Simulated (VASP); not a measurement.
A run of VASP 6.6.1 is set up as follows.

POSCAR

```
SiO2                                    
1.0
    4.1826872896      0.0000000000      0.0000000000
    0.0000000000      4.1826872896      0.0000000000
    0.0000000000      0.0000000000      2.6928039757
  Si              O             
     2     4
Direct
     0.5000000000000000    0.5000000000000000    0.5000000000000000
     1.0000000000000000    0.0000000000000000    1.0000000000000000
     0.6942211067913998    0.6942211067913998    0.0000000000000000
     0.8057788932086002    0.1942211067913998    0.5000000000000000
     0.3057788932086002    0.3057788932086002    1.0000000000000000
     0.1942211067913998    0.8057788932086002    0.5000000000000000
```

INCAR.step1

```
SYSTEM = SiO2
ALGO = Fast
EDIFF = 1E-6
ENCUT = 520
GGA = PS
ISIF = 2
ISMEAR = 0
KPAR = 2
LASPH = .TRUE.
LCHARG = .TRUE.
LREAL = .FALSE.
LWAVE = .FALSE.
NBANDS = 25
NELM = 80
PREC = Accurate
SIGMA = 0.02
```

Contents of KPOINTS.step1:

```
k-points
0
G
  2 2 3
  0 0 0
```

INCAR.step2

```
SYSTEM = SiO2
ALGO = Fast
EDIFF = 1E-6
ENCUT = 520
GGA = PS
ICHARG = 11
ISIF = 2
ISMEAR = 0
KPAR = 2
LASPH = .TRUE.
LCHARG = .FALSE.
LREAL = .FALSE.
LWAVE = .FALSE.
NBANDS = 25
NELM = 80
PREC = Accurate
SIGMA = 0.05
```

File KPOINTS.step2:

```
path GXMGZRAZ,XR,MA
10
line-mode
reciprocal
 0.0000000000  0.0000000000  0.0000000000  G
 0.0000000000  0.5000000000  0.0000000000  X

 0.0000000000  0.5000000000  0.0000000000  X
 0.5000000000  0.5000000000  0.0000000000  M

 0.5000000000  0.5000000000  0.0000000000  M
 0.0000000000  0.0000000000  0.0000000000  G

 0.0000000000  0.0000000000  0.0000000000  G
 0.0000000000  0.0000000000  0.5000000000  Z

 0.0000000000  0.0000000000  0.5000000000  Z
 0.0000000000  0.5000000000  0.5000000000  R

 0.0000000000  0.5000000000  0.5000000000  R
 0.5000000000  0.5000000000  0.5000000000  A

 0.5000000000  0.5000000000  0.5000000000  A
 0.0000000000  0.0000000000  0.5000000000  Z

 0.0000000000  0.5000000000  0.0000000000  X
 0.0000000000  0.5000000000  0.5000000000  R

 0.5000000000  0.5000000000  0.0000000000  M
 0.5000000000  0.5000000000  0.5000000000  A
```

Potentials or basis: VASP PAW PBE potentials, release 64 (Si, O).

The run is started by

```bash
$ cat potpaw_PBE.64/Si/POTCAR potpaw_PBE.64/O/POTCAR > POTCAR
$ cp INCAR.step1 INCAR
$ cp KPOINTS.step1 KPOINTS
$ mpirun -np 2 vasp_std > vasp.out
$ cp INCAR.step2 INCAR
$ cp KPOINTS.step2 KPOINTS
$ mpirun -np 2 vasp_std > vasp.out
```

(1) Predict the band gap on the k mesh.

(2) What does it give for the band gap along the path?

## Answers

(1) 5.31 eV, direct.

(2) 5.31 eV, direct.

Caveat: the k mesh is coarse (spacing up to 0.78 Å⁻¹), so the values aren't converged; the log is that of the step along the path at fixed density, whose energy, stress, charges and moments have no meaning.
